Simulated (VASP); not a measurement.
A convergence study with VASP on Pt (fcc): one setting is varied, all else stays as given below, so the limit is that of these other settings.

```xyz
1
Lattice="0.0000 1.9600 1.9600 1.9600 0.0000 1.9600 1.9600 1.9600 0.0000" Properties=species:S:1:pos:R:3 pbc="T T T"
Pt     0.0000     0.0000     0.0000
```

Method: LDA (Ceperley-Alder, Perdew-Zunger), VASP's LDA PAW potentials (set 64) (plane waves; VASP). The tightest run used: 550 eV cut-off, 26×26×26 Γ-centred mesh, tetrahedra with Blöchl corrections, potentials Pt.

Question: The settings run are 3×3×3 mesh; 4×4×4 mesh; 5×5×5 mesh; 6×6×6 mesh; 7×7×7 mesh; 8×8×8 mesh; 9×9×9 mesh; 10×10×10 mesh; 11×11×11 mesh; 12×12×12 mesh; 13×13×13 mesh; 14×14×14 mesh; 15×15×15 mesh; 16×16×16 mesh; 17×17×17 mesh; 18×18×18 mesh; 19×19×19 mesh; 20×20×20 mesh; 21×21×21 mesh; 22×22×22 mesh; 23×23×23 mesh; 24×24×24 mesh; 25×25×25 mesh; 26×26×26 mesh. From which on does the energy per atom stay within 0.005 eV/atom of the tightest run?

Answer: From 15×15×15 mesh on: it is off by 0.0030 there and by no more than 0.005 in any finer run, while 14×14×14 mesh is off by 0.0060.
```tsv
setting	E (eV/atom)	pressure (GPa)	irreducible k-points	difference judged (eV/atom)
3×3×3 mesh	-7.0746	2.31	4	0.4263
4×4×4 mesh	-7.7874	-9.52	8	0.2865
5×5×5 mesh	-7.2593	-1.71	10	0.2416
6×6×6 mesh	-7.6348	-7.63	16	0.1339
7×7×7 mesh	-7.4724	-3.94	20	0.0285
8×8×8 mesh	-7.5172	-6.02	29	0.0163
9×9×9 mesh	-7.5228	-5.31	35	0.0218
10×10×10 mesh	-7.4849	-4.90	47	0.0161
11×11×11 mesh	-7.5171	-5.53	56	0.0162
12×12×12 mesh	-7.5012	-5.04	72	0.0002
13×13×13 mesh	-7.5006	-5.28	84	0.0003
14×14×14 mesh	-7.5070	-5.27	104	0.0060
15×15×15 mesh	-7.4979	-5.17	120	0.0030
16×16×16 mesh	-7.5040	-5.33	145	0.0031
17×17×17 mesh	-7.5013	-5.17	165	0.0004
18×18×18 mesh	-7.5000	-5.25	195	0.0009
19×19×19 mesh	-7.5029	-5.26	220	0.0020
20×20×20 mesh	-7.5001	-5.20	256	0.0008
21×21×21 mesh	-7.5015	-5.27	286	0.0006
22×22×22 mesh	-7.5010	-5.21	328	0.0001
23×23×23 mesh	-7.5006	-5.23	364	0.0003
24×24×24 mesh	-7.5014	-5.26	413	0.0005
25×25×25 mesh	-7.5009	-5.23	455	0.0001
26×26×26 mesh	-7.5009	-5.25	511	0.0000
```

Left out are rungs that failed or repeat a setting and relaxations that didn't move; long series are thinned to 24 rows.

The compound is Pt in the fcc structure. The cell was not relaxed at this level.
